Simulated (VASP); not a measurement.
A convergence study with VASP on MgS (rock salt): one setting is varied, all else stays as given below, so the limit is that of these other settings. ε∞ is the independent-particle value.

```
CELL_PARAMETERS angstrom
      0.00000     2.60000     2.60000
      2.60000     0.00000     2.60000
      2.60000     2.60000     0.00000
ATOMIC_POSITIONS crystal
  Mg 0.00000 0.00000 0.00000
  S  0.50000 0.50000 0.50000
```

All values below come from PBE GGA, VASP's PBE PAW potentials (set 64) (plane waves; VASP). The tightest run used: 550 eV cut-off, 8×8×8 Γ-centred mesh, Gaussian smearing of 0.050 eV, potentials Mg S.

### Question
The settings run are NBANDS = 5; NBANDS = 6; NBANDS = 8; NBANDS = 12; NBANDS = 20; NBANDS = 36; NBANDS = 68; NBANDS = 132. From which on does the mean ε∞ stay within 0.05  of the tightest run?

### Answer
From NBANDS = 12 on: it is off by 0.03 there and by no more than 0.05 in any finer run, while NBANDS = 8 is off by 0.23.
```tsv
setting	mean ε∞	bands	difference judged ()
NBANDS = 5	3.91	5	2.03
NBANDS = 6	5.02	6	0.92
NBANDS = 8	5.71	8	0.23
NBANDS = 12	5.91	12	0.03
NBANDS = 20	5.93	20	0.01
NBANDS = 36	5.94	36	0.00
NBANDS = 68	5.94	68	0.00
NBANDS = 132	5.94	132	0.00
```

Left out are rungs that failed or repeat a setting and relaxations that didn't move; long series are thinned to 24 rows.

The compound is MgS in the rock salt structure. The cell was not relaxed at this level.
